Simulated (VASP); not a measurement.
Consider the following.

```yaml
crystal:
  lattice:
    - [4.60213, 0.00000, 0.00000]
    - [0.00000, 4.60213, 0.00000]
    - [0.00000, 0.00000, 2.95162]
  atoms:
    - { symbol: Ti, position: [0.00000, 0.00000, 0.00000] }
    - { symbol: Ti, position: [0.50000, 0.50000, 0.50000] }
    - { symbol: O, position: [0.30411, 0.30411, 0.00000] }
    - { symbol: O, position: [0.80411, 0.19589, 0.50000] }
    - { symbol: O, position: [0.19589, 0.80411, 0.50000] }
    - { symbol: O, position: [0.69589, 0.69589, 0.00000] }
```

The numbers are results of vdW-DF-cx, VASP's PBE PAW potentials (set 64) (plane waves; VASP), not measurements. Run with 520 eV cut-off, Gaussian smearing of 0.050 eV, potentials Ti_sv O.

Q: Give the energies of bands 14 to 27 at the high-symmetry points, in eV from the valence-band maximum.

A: 
| band | Γ | X | M | Z | R | A |
|---|---|---|---|---|---|---|
| 14 | -5.35 | -4.92 | -5.54 | -4.50 | -5.07 | -4.75 |
| 15 | -4.96 | -3.74 | -3.87 | -3.74 | -4.01 | -4.57 |
| 16 | -3.80 | -3.74 | -3.87 | -3.74 | -4.01 | -4.57 |
| 17 | -3.80 | -3.27 | -2.87 | -3.61 | -3.28 | -3.53 |
| 18 | -2.58 | -3.27 | -2.87 | -3.61 | -3.28 | -3.53 |
| 19 | -2.58 | -3.07 | -2.21 | -2.79 | -2.39 | -2.76 |
| 20 | -1.97 | -3.07 | -2.21 | -2.79 | -2.39 | -2.76 |
| 21 | -0.69 | -1.64 | -1.30 | -2.39 | -2.05 | -1.30 |
| 22 | -0.46 | -1.64 | -1.30 | -2.39 | -2.05 | -1.30 |
| 23 | -0.46 | -0.75 | -1.09 | -1.44 | -1.05 | -0.68 |
| 24 | 0.00 | -0.75 | -1.09 | -1.44 | -1.05 | -0.68 |
| 25 | 1.82 | 2.49 | 1.86 | 2.94 | 1.87 | 2.57 |
| 26 | 2.11 | 2.49 | 1.86 | 2.94 | 1.87 | 2.57 |
| 27 | 2.38 | 3.00 | 2.49 | 3.17 | 3.19 | 3.17 |

The gap is direct, 1.82 eV, from the valence maximum at Γ to the conduction minimum at Γ.

The compound is TiO2 in the rutile structure. It was relaxed first.
